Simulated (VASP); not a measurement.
Crystal: Hf3Ti.

```
CELL_PARAMETERS angstrom
3.00699 0.00000 0.00000
-1.50349 2.60413 0.00000
0.00000 0.00000 7.56568
ATOMIC_POSITIONS crystal
Hf 0.33333 0.66667 0.50000
Hf 0.00000 0.00000 0.80333
Hf 0.00000 0.00000 0.19667
Ti 0.33333 0.66667 0.00000
```

The cell was built by a generator and needn't be a form met in nature.

| Item | Value |
| --- | --- |
| Program | VASP 6.6.1 |
| Task | relaxation of cell and atoms |
| Functional | RPBE |
| Potentials or basis | VASP PAW PBE potentials, release 64 (Hf_pv, Ti_sv) |
| Cutoff | 600 eV |
| k mesh | 10 × 10 × 4 |
| Occupations | methfessel-paxton, width 0.2 eV |
| Spin | no spin polarisation |

At the start: pressure 80.6 GPa; volume 14.81 Å³/atom.

Where does the relaxation end?

Over 18 steps the energy falls by 2003.8 meV/atom and the volume is 21.80 Å³/atom (+47.2 %); space group P-6m2 (No. 187, to 0.05 Å).

Step by step:
| step | energy change (eV) | largest force (eV/Å) | pressure (GPa) | volume (Å³) |
| --- | --- | --- | --- | --- |
| 1 | 0.0000 | 6.9103 | 80.58 | 59.24 |
| 2 | -1.9816 | 0.1548 | -19.25 | 148.64 |
| 3 | -7.0798 | 1.2277 | -5.70 | 94.85 |
| 4 | -7.1176 | 1.3715 | -3.46 | 92.35 |
| 5 | -7.1216 | 1.4470 | -2.27 | 91.12 |
| 6 | -7.7074 | 0.9188 | -1.14 | 88.93 |
| 7 | -8.0048 | 0.1711 | 1.50 | 85.98 |
| 8 | -8.0050 | 0.1284 | 1.75 | 85.77 |
| 9 | -8.0042 | 0.0346 | -1.80 | 88.82 |
| 10 | -8.0137 | 0.0783 | -0.04 | 87.25 |
| 11 | -8.0146 | 0.0528 | -0.05 | 87.26 |
| 12 | -8.0149 | 0.0347 | -0.05 | 87.26 |
| 13 | -8.0147 | 0.0017 | -0.06 | 87.28 |
| 14 | -8.0150 | 0.0241 | -0.06 | 87.27 |
| 15 | -8.0151 | 0.0089 | 0.08 | 87.15 |
| 16 | -8.0151 | 0.0084 | 0.08 | 87.15 |
| 17 | -8.0151 | 0.0030 | -0.04 | 87.26 |
| 18 | -8.0151 | 0.0010 | 0.00 | 87.22 |

Final structure:
```cif
data_structure
_symmetry_space_group_name_H-M 'P 1'
_symmetry_Int_Tables_number 1
_cell_length_a 3.1839
_cell_length_b 3.1839
_cell_length_c 9.9347
_cell_angle_alpha 90.000
_cell_angle_beta 90.000
_cell_angle_gamma 120.000
_cell_volume 87.22
loop_
_atom_site_label
_atom_site_type_symbol
_atom_site_fract_x
_atom_site_fract_y
_atom_site_fract_z
_atom_site_occupancy
Hf1 Hf 0.33333 0.66667 0.50000 1
Hf2 Hf 0.00000 0.00000 0.75909 1
Hf3 Hf 0.00000 0.00000 0.24091 1
Ti1 Ti 0.33333 0.66667 0.00000 1
```

Caveat: the volume moved by over 15 % at a fixed basis, so the end points are rough; the PAW data sets were made with another functional, which shifts forces and pressure a little.
